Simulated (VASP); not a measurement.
Here is the system:

```
MgS
1.0
    0.00000     2.53999     2.53999
    2.53999     0.00000     2.53999
    2.53999     2.53999     0.00000
Mg S
1 1
Direct
  0.00000   0.00000   0.00000
  0.50000   0.50000   0.50000
```

The numbers are results of AM05 GGA, VASP's PBE PAW potentials (set 64) (plane waves; VASP), not measurements. Numerical set-up: 520 eV cut-off, 9×9×9 Γ-centred mesh, Gaussian smearing of 0.050 eV, potentials Mg S.

**Question.** Give the stress tensor in GPa (positive for a compressed cell).

**Answer.** 
```
5.41  0.00  0.00
0.00  5.41  0.00
0.00  0.00  5.41
```
The pressure is its mean diagonal, 5.41 GPa.

The compound is MgS in the rock salt structure. This cell is one point of a volume scan, at 0.94 of the reference volume.
